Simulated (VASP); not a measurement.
Data:

```yaml
crystal:
  lattice:
    - [0.00000, 2.73249, 2.73249]
    - [2.73249, 0.00000, 2.73249]
    - [2.73249, 2.73249, 0.00000]
  atoms:
    - { symbol: Rh, position: [0.00000, 0.00000, 0.00000] }
    - { symbol: Te, position: [0.50000, 0.50000, 0.50000] }
```

The numbers are results of PBE GGA, VASP's PBE PAW potentials (set 64) (plane waves; VASP), not measurements. Settings: 400 eV cut-off, Gaussian smearing of 0.050 eV, potentials Rh_pv Te.

Unless said otherwise, spin-orbit coupling is left out, though it shifts the bands of the heavy elements here.

**Question.** Estimate the band gap (along the path) with the smallest direct gap where there is one.

**Answer.** 
```
Item                                                         Result
-------------------------  ----------------------------------------
band gap (along the path)  none (metal, semimetal or under 0.01 eV)
```

Total energies compare only between runs with the same potentials, cut-off and functional.

The structure was generated: RhTe was put into the rock salt type (Fm-3m), which need not be its known phase. It was relaxed first, which changed the volume by -26 %. The electron count is odd and the run is not spin-polarised, which forces a metal.
